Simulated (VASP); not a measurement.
# TiSi2: the relaxed cell at several levels

Aim: relax TiSi2 at several levels and hold each cell against experiment. The levels: PBE, LDA, r2SCAN and PBE + D3(BJ). The start is a cell from a database of measured crystal structures.

Main program and level: VASP 6.6.1; PBE; plane waves and PAW (Ti_sv, Si), in the first sound run; inputs show where later runs differ.

## Step 1: The starting structure

Before any relaxation, the start is as follows. It takes space group Fddd (No. 70, orthorhombic). The conventional cell has a = 4.800 Å, b = 8.268 Å, c = 8.552 Å, α = 90.00°, β = 90.00°, γ = 90.00°. Nearest to Ti lie 10 Si at 2.55 to 2.78 Å. Si has 5 Si at 2.53 to 2.80 Å and 5 Ti at 2.55 to 2.78 Å nearest. Farther neighbours are not listed.

Structure file:

```xyz
6
Lattice="0.0000 4.1340 4.2760 2.4001 0.0000 4.2760 2.4001 4.1340 0.0000" Properties=species:S:1:pos:R:3 pbc="T T T"
Ti    3.6002    6.2010    6.4141
Ti    2.4001    4.1340    4.2760
Si    1.2001    0.7170    2.1380
Si    1.2001    3.4170    2.1380
Si    2.4001    1.3500    4.2760
Si    2.4001    6.9180    4.2760
```

## Step 2: Relaxation with PBE

The start need not lie at this functional's minimum. ISIF = 3 frees volume, shape and positions, and EDIFFG sets the threshold on forces and stress at which the search stops. PBE, the usual starting point, adds the gradient of the density.

File INCAR:

```
SYSTEM = TiSi2
PREC = Accurate
ENCUT = 520
EDIFF = 1E-06
NELM = 100
ISMEAR = -1
SIGMA = 0.05
LREAL = .FALSE.
ALGO = Normal
GGA = PE
NBANDS = 26
LASPH = .TRUE.
LORBIT = 11
LWAVE = .FALSE.
LCHARG = .FALSE.
KPAR = 2
IBRION = 2
NSW = 60
ISIF = 3
EDIFFG = -0.01
```

File POSCAR:

```
TiSi2
1.0
    0.0000000000      4.1340000000      4.2760500000
    2.4001000000      0.0000000000      4.2760500000
    2.4001000000      4.1340000000      0.0000000000
Ti Si
2 4
Direct
    0.7500000000      0.7500000000      0.7500000000
    0.5000000000      0.5000000000      0.5000000000
    0.0867200000      0.4132800000      0.0867200000
    0.4132800000      0.0867200000      0.4132800000
    0.1632800000      0.8367200000      0.1632800000
    0.8367200000      0.1632800000      0.8367200000
```

File KPOINTS:

```
Automatic mesh
0
Gamma
6 6 6
0 0 0
```

PAW data sets: Ti_sv and Si (PBE family, release 64).

Command:

```console
$ mpirun -np 2 vasp_std
```

Log:

```text
[banner, memory and clock lines left out]
running    2 mpi-ranks, on    1 nodes
 distrk:  each k-point on    1 cores,    2 groups
 distr:  one band on    1 cores,    1 groups

 POSCAR found type information on POSCAR TiSi
 POSCAR found :  2 types and       6 ions
 LDA part: xc-table for (Slater+PW92), standard interpolation
 POSCAR, INCAR and KPOINTS ok, starting setup
 FFT: planning ... GRIDC
 FFT: planning ... GRID_SOFT
 FFT: planning ... GRID
 WAVECAR not read
 entering main loop
       N       E                     dE             d eps       ncg     rms          rms(c)
DAV:   1     0.389347723866E+03    0.38935E+03   -0.19226E+04  2392   0.163E+03
DAV:   2     0.535154444205E+01   -0.38400E+03   -0.37785E+03  2396   0.468E+02
DAV:   3    -0.407856987647E+02   -0.46137E+02   -0.45317E+02  4158   0.132E+02
DAV:   4    -0.441719253078E+02   -0.33862E+01   -0.33763E+01  3358   0.332E+01
DAV:   5    -0.443881060435E+02   -0.21618E+00   -0.21614E+00  3758   0.706E+00    0.184E+01
DAV:   6    -0.413956725272E+02    0.29924E+01   -0.40745E+01  3460   0.452E+01    0.691E+00
DAV:   7    -0.408040566006E+02    0.59162E+00   -0.81992E+00  3244   0.205E+01    0.496E+00
DAV:   8    -0.407446211488E+02    0.59435E-01   -0.83378E-01  3300   0.722E+00    0.117E+00
DAV:   9    -0.407334309100E+02    0.11190E-01   -0.15373E-01  3430   0.322E+00    0.498E-01
DAV:  10    -0.407342359479E+02   -0.80504E-03   -0.46856E-03  3122   0.578E-01    0.197E-01
DAV:  11    -0.407341485565E+02    0.87391E-04   -0.39913E-03  3778   0.469E-01    0.125E-01
DAV:  12    -0.407340905852E+02    0.57971E-04   -0.83264E-04  3446   0.217E-01    0.152E-02
DAV:  13    -0.407340886596E+02    0.19256E-05   -0.28262E-05  3278   0.488E-02    0.153E-02
DAV:  14    -0.407340877091E+02    0.95051E-06   -0.31531E-06  3018   0.159E-02
   1 F= -.40734088E+02 E0= -.40726386E+02  d E =-.407341E+02
 curvature:   0.00 expect dE= 0.000E+00 dE for cont linesearch  0.000E+00
 trial: gam= 0.00000 g(F)=  0.159E-03 g(S)=  0.207E-02 ort = 0.000E+00 (trialstep = 0.100E+01)
 search vector abs. value=  0.223E-02
 bond charge predicted
       N       E                     dE             d eps       ncg     rms          rms(c)
DAV:   1    -0.407444268610E+02   -0.10338E-01   -0.28023E-01  3166   0.587E+00    0.816E-01
DAV:   2    -0.407371210533E+02    0.73058E-02   -0.84932E-02  3316   0.259E+00    0.295E-01
DAV:   3    -0.407351003167E+02    0.20207E-02   -0.14390E-02  3466   0.768E-01    0.152E-01
DAV:   4    -0.407347662576E+02    0.33406E-03   -0.25722E-03  4096   0.382E-01    0.668E-02
DAV:   5    -0.407348320483E+02   -0.65791E-04   -0.30274E-04  3068   0.142E-01    0.244E-02
DAV:   6    -0.407348584980E+02   -0.26450E-04   -0.10009E-04  3690   0.465E-02    0.735E-03
DAV:   7    -0.407348592041E+02   -0.70609E-06   -0.78374E-06  3270   0.177E-02
   2 F= -.40734859E+02 E0= -.40727179E+02  d E =-.771495E-03
[...]
3 F= -.40734933E+02 E0= -.40727249E+02  d E =-.845222E-03
[...]
4 F= -.40735052E+02 E0= -.40727405E+02  d E =-.118638E-03
[...]
5 F= -.40735061E+02 E0= -.40727430E+02  d E =-.128494E-03
 curvature:  -0.73 expect dE=-0.106E-03 dE for cont linesearch -0.951E-07
 trial: gam= 0.71507 g(F)=  0.459E-04 g(S)=  0.993E-04 ort = 0.521E-05 (trialstep = 0.830E+00)
 search vector abs. value=  0.259E-03
 bond charge predicted
       N       E                     dE             d eps       ncg     rms          rms(c)
DAV:   1    -0.407351809630E+02   -0.11981E-03   -0.39021E-03  2560   0.531E-01    0.552E-02
DAV:   2    -0.407351530552E+02    0.27908E-04   -0.50639E-04  3160   0.185E-01    0.254E-02
DAV:   3    -0.407351415014E+02    0.11554E-04   -0.50765E-05  3258   0.523E-02    0.145E-02
DAV:   4    -0.407351374976E+02    0.40038E-05   -0.16770E-05  4032   0.335E-02    0.399E-03
DAV:   5    -0.407351375391E+02   -0.41484E-07   -0.18132E-06  2106   0.118E-02
   6 F= -.40735138E+02 E0= -.40727519E+02  d E =-.761141E-04
 trial-energy change:   -0.000076  1 .order   -0.000083   -0.000124   -0.000042
 step:   1.2641(harm=  1.2641)  dis= 0.00212  next Energy=   -40.735156 (dE=-0.942E-04)
 reached required accuracy - stopping structural energy minimisation
```

Elapsed: 97 s, on 2 MPI ranks of Intel Xeon 6975P-C (Granite Rapids), shared host; peak memory 0.56 GiB.

The logs omit lines about the potential files and the build; timing stands in the text.

From OUTCAR (step 2):

```text
ion  position               nearest neighbor table
   1  0.750  0.750  0.750-   6 2.55   5 2.55   6 2.55   5 2.55   4 2.75   4 2.75   3 2.75   3 2.75
                             3 2.78   4 2.78
   2  0.500  0.500  0.500-   3 2.55   4 2.55   3 2.55   4 2.55   5 2.75   5 2.75   6 2.75   6 2.75
                             5 2.78   6 2.78
   3  0.087  0.413  0.087-   5 2.53   5 2.53   2 2.55   2 2.55   4 2.70   1 2.75   1 2.75   1 2.78
                             4 2.80   4 2.80
   4  0.413  0.087  0.413-   6 2.53   6 2.53   2 2.55   2 2.55   3 2.70   1 2.75   1 2.75   1 2.78
                             3 2.80   3 2.80
   5  0.163  0.837  0.163-   3 2.53   3 2.53   1 2.55   1 2.55   6 2.70   2 2.75   2 2.75   2 2.78
                             6 2.80   6 2.80
   6  0.837  0.163  0.837-   4 2.53   4 2.53   1 2.55   1 2.55   5 2.70   2 2.75   2 2.75   2 2.78
                             5 2.80   5 2.80

  LATTYP: Found a face centered orthorhombic cell.
 ALAT       =     4.8002000000
 B/A-ratio  =     1.7224282322
 C/A-ratio  =     1.7816132661

 Subroutine GETGRP returns: Found  8 space group operations
 (whereof  4 operations were pure point group operations)

The static configuration has the point symmetry D_2 .
 The point group associated with its full space group is D_2h.

 Found     46 irreducible k-points:

   k-points           NKPTS =     46   k-points in BZ     NKDIM =     46   number of bands    NBANDS=     26

   dimension x,y,z NGX =    48 NGY =   36 NGZ =   36
   dimension x,y,z NGXF=    96 NGYF=   72 NGZF=   72

   ENCUT  =  520.0 eV  38.22 Ry    6.18 a.u.  11.06  9.12  8.89*2*pi/ulx,y,z

   NELECT =      40.0000    total number of electrons

 k-points in reciprocal lattice and weights: Automatic mesh
   0.00000000  0.00000000  0.00000000       0.005
   0.16666667  0.00000000  0.00000000       0.037
   0.33333333  0.00000000  0.00000000       0.037
   0.50000000 -0.00000000 -0.00000000       0.019
   0.16666667  0.16666667  0.00000000       0.009
   0.33333333  0.16666667  0.00000000       0.037
   0.50000000  0.16666667  0.00000000       0.037
  -0.33333333  0.16666667  0.00000000       0.037
  -0.16666667  0.16666667 -0.00000000       0.019
[...]
-0.16666667  0.33333333  0.50000000       0.009
   0.00000000  0.50000000  0.50000000       0.005

 average (electrostatic) potential at core
       1 -70.3061       2 -70.3061       3 -79.2486       4 -79.2486       5 -79.2486
       6 -79.2486

 E-fermi :  10.0824

 k-point     1 :       0.0000    0.0000    0.0000
  band No.  band energies     occupation
    ...
     17       7.7965      2.00000
     18       7.9557      2.00000
     19       8.2390      2.00000
     20       8.6265      2.00000
     21       9.1147      2.00000
     22      12.0548      0.00000
     23      13.0769      0.00000
     24      13.2698      0.00000
     25      13.3861      0.00000
     26      13.4169      0.00000

 k-point     2 :       0.1667    0.0000    0.0000
  band No.  band energies     occupation
    ...
     17       7.9641      2.00000
     18       8.0539      2.00000
     19       8.7597      2.00000
     20       8.9091      2.00000
     21       9.1661      2.00000
     22      11.7777      0.00000
     23      12.8329      0.00000
     24      12.9185      0.00000
     25      13.0867      0.00000
     26      13.2238      0.00000

 k-point     3 :       0.3333    0.0000    0.0000
  band No.  band energies     occupation
    ...
     16       7.6899      2.00000
     17       8.1818      2.00000
     18       8.7880      2.00000
     19       9.2786      2.00000
     20       9.5543      1.99995
     21      10.2110      0.14194
     22      11.1866      0.00000
     23      12.3059      0.00000
     24      12.4905      0.00000
     25      12.7077      0.00000
    ...

  Total       -0.0070250      0.0333479      0.0402628      0.0000000      0.0000000      0.0000000
  in kB       -0.1323153      0.6281069      0.7583479      0.0000000      0.0000000      0.0000000
  external PRESSURE =       0.4180465 kB  Pullay stress =       0.0000000 kB

  energy-cutoff  :      520.00
  volume of cell :       85.06
      direct lattice vectors                 reciprocal lattice vectors
     0.000000000  4.140420846  4.269780175    -0.207828192  0.120760671  0.117102047
     2.405833377  0.000000000  4.269780175     0.207828192 -0.120760671  0.117102047
     2.405833377  4.140420846  0.000000000     0.207828192  0.120760671 -0.117102047

 POSITION                                       TOTAL-FORCE (eV/Angst)
 -----------------------------------------------------------------------------------
      3.60875      6.21063      6.40467         0.000000     -0.000000     -0.000000
      2.40583      4.14042      4.26978        -0.000000      0.000000      0.000000
      1.20292      0.71391      2.13489        -0.000000     -0.006382     -0.000000
      1.20292      3.42651      2.13489        -0.000000      0.006382     -0.000000
      2.40583      1.35630      4.26978         0.000000      0.006382      0.000000
      2.40583      6.92454      4.26978         0.000000     -0.006382      0.000000
 -----------------------------------------------------------------------------------
    total drift:                               -0.000000     -0.000000     -0.000000

  FREE ENERGIE OF THE ION-ELECTRON SYSTEM (eV)
  ---------------------------------------------------
  free  energy   TOTEN  =       -40.7351375391 eV

  energy  without entropy=      -40.7198999769  energy(sigma->0) =      -40.72751876

 reached required accuracy - stopping structural energy minimisation

 total charge
# of ion       s       p       d       tot
------------------------------------------
    1        2.172   6.162   2.049  10.383
    2        2.172   6.162   2.049  10.383
    3        0.771   0.855   0.000   1.625
    4        0.771   0.855   0.000   1.625
    5        0.771   0.855   0.000   1.625
    6        0.771   0.855   0.000   1.625
--------------------------------------------------
tot          7.426  15.742   4.099  27.266

[... 3 further parts left out ...]
```

CONTCAR:

```
TiSi2
   1.00000000000000
     0.0000000000000000    4.1404208464169532    4.2697801751227225
     2.4058333771864464    0.0000000000000000    4.2697801751227225
     2.4058333771864464    4.1404208464169532    0.0000000000000000
  Ti              Si
     2     4
Direct
     0.7500000000000000    0.7500000000000000    0.7500000000000000
     0.5000000000000000    0.5000000000000000    0.5000000000000000
     0.0862120085071387    0.4137879914928613    0.0862120085071387
     0.4137879914928613    0.0862120085071387    0.4137879914928613
     0.1637879914928613    0.8362120085071387    0.1637879914928613
     0.8362120085071387    0.1637879914928613    0.8362120085071387
```

The k-mesh is coarse for a metal. The run keeps the 8 symmetry operations of its start, so it cannot find a distortion of lower symmetry.

The steps of the relaxation:

```tsv
step	energy less that of the first step (eV)	largest force (eV/Å)	pressure (GPa)	volume (Å³)
1	0.0000	0.0287	0.34	84.85
2	-0.0008	0.0235	-0.22	85.23
3	-0.0008	0.0246	-0.10	85.14
4	-0.0010	0.0181	0.03	85.07
5	-0.0010	0.0154	0.07	85.04
6	-0.0010	0.0064	0.04	85.06
```

```tsv
conventional cell, symmetrised	before	after	change
a (Å)	4.800	4.812	+0.2 %
b (Å)	8.268	8.281	+0.2 %
c (Å)	8.552	8.540	-0.1 %
volume (Å³/atom)	14.14	14.18	+0.2 %
```

Final coordinates:

```xyz
6
Lattice="0.0000 4.1404 4.2698 2.4058 0.0000 4.2698 2.4058 4.1404 0.0000" Properties=species:S:1:pos:R:3 pbc="T T T"
Ti    3.6088    6.2106    6.4047
Ti    2.4058    4.1404    4.2698
Si    1.2029    0.7139    2.1349
Si    1.2029    3.4265    2.1349
Si    2.4058    1.3563    4.2698
Si    2.4058    6.9245    4.2698
```

This step gave:

| Item | Value |
| --- | --- |
| electrons | 40 |
| bands | 26 |
| irreducible k-points | 46 |
| symmetry operations | 8 |
| free energy (TOTEN) | -40.74 eV |
| energy at zero smearing | -40.73 eV |
| Fermi energy | 10.08 eV |
| pressure | 0.04180 GPa |
| metallic | yes |
| SCF cycles over all ionic steps | 45 |

It ends with a largest force of 0.006 eV/Å and a pressure of 0.04 GPa. The volume lies +0.2 % from that of the database's start. The conventional cell has a = 4.812, b = 8.281 and c = 8.540 Å.

(Part 1 of 3 ends here.)

[Lines on the potential files, build, host, timing and source positions are cut from VASP's logs without a mark.]

[Logs are printed without paths, hosts, clocks, repeated set-up lines and the standing remarks that a program may print on its own settings, such as how far it seeks lower states.]

[Hosts, paths, dates, database ids (printed as entryN), source tags and the programs' standing remarks are cut or masked in the printed files.]

[A measured line is paired with the nearest computed mode of its activity, which favours agreement.]
